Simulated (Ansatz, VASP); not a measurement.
BiB: VASP beside Ansatz

Contents of INCAR:

```
PREC = Accurate
ENCUT = 520
EDIFF = 1E-6
ISMEAR = -1
SIGMA = 0.02
LREAL = F
LASPH = T
NELM = 100
ALGO = Normal
ISIF = 2
LWAVE = F
LCHARG = F
GGA = PE
NBANDS = 16
```

KPOINTS

```
Automatic mesh
0
Gamma
  8 8 8
```

The input POSCAR:

```
BiB
1.0
    0.0000000000      2.7311501019      2.7528002556
    2.7311501019      0.0000000000      2.7528002556
    2.7311501019      2.7311501019      0.0000000000
B Bi
1 1
Direct
    0.0000000000      0.0000000000      0.0000000000
    0.2500000000      0.2500000000      0.2500000000
```

Input for Ansatz:

```yaml
crystal:
  lattice:
    - [0.0, 2.7311501019, 2.7528002556]
    - [2.7311501019, 0.0, 2.7528002556]
    - [2.7311501019, 2.7311501019, 0.0]
  atoms:
    - { symbol: B, position: [0.0, 0.0, 0.0] }
    - { symbol: Bi, position: [0.25, 0.25, 0.25] }
kpoints:
  mp_grid: { grid: [8, 8, 8] }
  band_path:
    path:
      - [0.0, 0.0, 0.0]
      - [-0.5, -0.5, 0.0]
      - [-0.375, -0.375, 0.25]
      - [-0.375, 0.0, 0.375]
      - [0.0, 0.0, 0.5]
      - [-0.5, -0.25, 0.25]
    npoints: 1
hamiltonian:
  xc: pbe
scf:
  occupations: { method: fermi_dirac, width: 0.02 }
  n_extra_bands: 4
output:
  forces: true
  stress: true
  eigenvalues: true
```

Change from the starting cell: epitaxial_xy strain -0.5%.

Alike in both runs: task single point; functional PBE; k mesh 8 × 8 × 8; occupations fermi-dirac, width 0.02 eV; no spin polarisation.

```csv
,VASP,Ansatz
version,VASP 6.6.1,Ansatz 0.2.0
potentials or method,"VASP PAW PBE potentials, release 64 (B, Bi_d)","plane waves, PAW"
plane-wave cutoff (eV),520,420
valence electrons in the cell,18,18
```

|  | VASP | Ansatz | Ansatz less VASP |
| --- | --- | --- | --- |
| pressure (GPa) | 1.8 | 1.9 | +0.07 |
| largest component of the traceless stress (GPa) | 0.50 | 0.50 | -0.001 |

Caveats: spin-orbit coupling is left out, which as a rule narrows the gap of such compounds by several tenths of an eV.
